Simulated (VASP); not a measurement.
# Ti4CN3 (ordered alloy cell): computed properties

The numbers are results of PBEsol GGA, VASP's PBE PAW potentials (set 64) (plane waves; VASP), not measurements.

For Ti4CN3, the space group comes out as R-3m (166) and the cell comes out as a = b = 2.986 Å, c = 29.371 Å, α = β = 90.00°, γ = 120.00°. The volume per atom is 9.45 Å³/atom and the band gap (over mesh and band path) comes out as none (metal, semimetal or under 0.01 eV). The density is 5.39 g/cm³.

```
CELL_PARAMETERS angstrom
      0.00000     2.11114     2.11114
      2.11114     0.00000     2.11114
      8.46724     8.46724    -0.02268
ATOMIC_POSITIONS crystal
  Ti 0.00026 0.00026 0.99980
  Ti 0.99699 0.99699 0.25226
  Ti 0.00301 0.00301 0.49774
  Ti 0.99974 0.99974 0.75020
  N  0.49597 0.49597 0.12802
  N  0.50000 0.50000 0.37500
  N  0.50403 0.50403 0.62198
  C  0.50000 0.50000 0.87500
```

The structure was generated: Ti4CN3 was put into an ordered model structure (R-3m), which need not be its known phase. It was relaxed first. Symmetry was kept, so distortions that lower it aren't found. The electron count is odd and the run is not spin-polarised, which forces a metal.
